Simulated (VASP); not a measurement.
```
CELL_PARAMETERS angstrom
      1.78762    -3.14340     0.00000
      1.78762     3.14340     0.00000
      0.00000     0.00000     5.73822
ATOMIC_POSITIONS crystal
  Zr 0.00000 0.00000 0.00000
  S  0.33333 0.66667 0.24949
  S  0.66667 0.33333 0.75051
```

These are PBEsol GGA, VASP's PBE PAW potentials (set 64) (plane waves; VASP) values and carry that method's errors. Settings: 480 eV cut-off, 6×6×4 Γ-centred mesh, Gaussian smearing of 0.050 eV, potentials Zr_sv S.

Without a dispersion term in the relaxation, distances and binding between the weakly bound layers, chains or molecules are unreliable, and so is what depends on them.

The ions are relaxed. Give the cell that the relaxation ends in.

```
CELL_PARAMETERS angstrom
      1.78762    -3.14340     0.00000
      1.78762     3.14340     0.00000
      0.00000     0.00000     5.73822
ATOMIC_POSITIONS crystal
  Zr 0.00000 0.00000 0.00000
  S  0.33209 0.66791 0.25495
  S  0.66791 0.33209 0.74505
```
Space group C2/m (12), at a tolerance of 0.03 Å.

How much energy does the relaxation gain?

The energy (σ→0) changes by -4.1 meV/atom, in 6 ionic steps.

The compound is ZrS2 in the 1T layered structure. This cell was strained or had an atom moved on purpose. Symmetry was kept, so distortions that lower it aren't found.
